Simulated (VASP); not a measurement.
Crystal: GdN.

```xyz
2
Lattice="0.0000 2.4990 2.4990 2.4990 0.0000 2.4990 2.4990 2.4990 0.0000" Properties=species:S:1:pos:R:3 pbc="T T T"
Gd    0.0000    0.0000    0.0000
N     2.4990    2.4990    2.4990
```

The cell comes from a database or a generator and needn't be the stable form of this composition.

Base run:

* Program: VASP 6.6.1
* Functional: PBE
* Potentials or basis: VASP PAW PBE potentials, release 64 (Gd, N)
* Cutoff: 520 eV
* k mesh: 10 × 10 × 10
* Occupations: fermi-dirac, width 0.05 eV
* Spin: collinear spin, ferromagnetic start
* Starting moments: [7.0, 0.0] μB
* Hubbard terms: Gd f U = 4 eV

Its results: pressure 0.1 GPa; net moment 7.00 μB per cell; site moments Gd +6.86; N -0.11 μB.

Task: The run is repeated on the same cell with these changes: hubbard terms from Gd f U = 4 eV to Gd f U = 6 eV. What comes out?

Result: Pressure 0.7 GPa; net moment 7.00 μB per cell; site moments Gd +6.87; N -0.11 μB.

Caveats: a cell with one magnetic atom can't hold antiferromagnetic order, which such compounds often take.
